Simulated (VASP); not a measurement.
Input:

```
MnS
1.0
    5.08848     2.53823     2.53823
    2.53823     5.08848     2.53823
    2.53823     2.53823     5.08848
Mn S
2 2
Direct
  0.00000   0.00000   0.00000
  0.50000   0.50000   0.50000
  0.25000   0.25000   0.25000
  0.75000   0.75000   0.75000
```
Starting moments (μB, in the order of the record's atoms Mn Mn S S): 4.1 -4.1 0.0 0.0.

Method: PBE GGA with D3 dispersion (zero damping), VASP's PBE PAW potentials (set 64) (plane waves; VASP). Numerical set-up: 520 eV cut-off, Gaussian smearing of 0.050 eV, potentials Mn_pv S.

Task: Give the spin-up energies of bands 9 to 22 at the high-symmetry points, in eV from the valence-band maximum.

Result: 
| band | Γ | T | H2 | L | S0 | F |
|---|---|---|---|---|---|---|
| 9 | -6.83 | -4.99 | -5.88 | -6.09 | -5.94 | -6.84 |
| 10 | -4.29 | -4.43 | -5.81 | -5.77 | -5.57 | -5.80 |
| 11 | -4.29 | -4.05 | -5.01 | -4.80 | -5.25 | -4.25 |
| 12 | -2.76 | -4.05 | -4.89 | -4.23 | -4.78 | -4.19 |
| 13 | -2.76 | -2.73 | -4.09 | -4.23 | -4.17 | -3.21 |
| 14 | -2.56 | -2.73 | -3.89 | -3.34 | -3.90 | -3.18 |
| 15 | -1.51 | -2.73 | -2.42 | -2.73 | -2.43 | -3.10 |
| 16 | -1.51 | -2.73 | -2.22 | -2.36 | -2.23 | -2.37 |
| 17 | -1.47 | -2.20 | -2.16 | -2.10 | -2.12 | -2.18 |
| 18 | -1.36 | 0.00 | -1.02 | -0.69 | -1.06 | -1.05 |
| 19 | -1.36 | 0.00 | -0.71 | -0.64 | -0.72 | -0.48 |
| 20 | 1.12 | 1.02 | 1.33 | 0.61 | 1.30 | 0.68 |
| 21 | 1.12 | 1.02 | 1.37 | 1.65 | 1.46 | 1.75 |
| 22 | 1.25 | 1.08 | 1.72 | 1.85 | 1.67 | 1.85 |

Task: Give the spin-down energies of bands 9 to 22 at the high-symmetry points, in eV from the valence-band maximum.

Result: 
```
band      Γ      T     H2      L     S0      F
----  -----  -----  -----  -----  -----  -----
9     -6.83  -4.99  -5.88  -6.09  -5.94  -6.84
10    -4.29  -4.43  -5.81  -5.77  -5.57  -5.80
11    -4.29  -4.05  -5.01  -4.80  -5.25  -4.25
12    -2.76  -4.05  -4.89  -4.23  -4.78  -4.19
13    -2.76  -2.73  -4.09  -4.23  -4.17  -3.21
14    -2.56  -2.73  -3.89  -3.34  -3.90  -3.18
15    -1.51  -2.73  -2.42  -2.73  -2.43  -3.10
16    -1.51  -2.73  -2.22  -2.36  -2.23  -2.37
17    -1.47  -2.20  -2.16  -2.10  -2.12  -2.18
18    -1.36   0.00  -1.02  -0.69  -1.06  -1.05
19    -1.36   0.00  -0.71  -0.64  -0.72  -0.48
20     1.12   1.02   1.33   0.61   1.30   0.68
21     1.12   1.02   1.37   1.65   1.46   1.75
22     1.25   1.08   1.72   1.85   1.67   1.85
```

The gap is indirect, 0.61 eV, from the valence maximum at T to the conduction minimum at L.

The compound is MnS in the rock salt, AFM-II order structure. It was relaxed first, which changed the volume by -7 %.
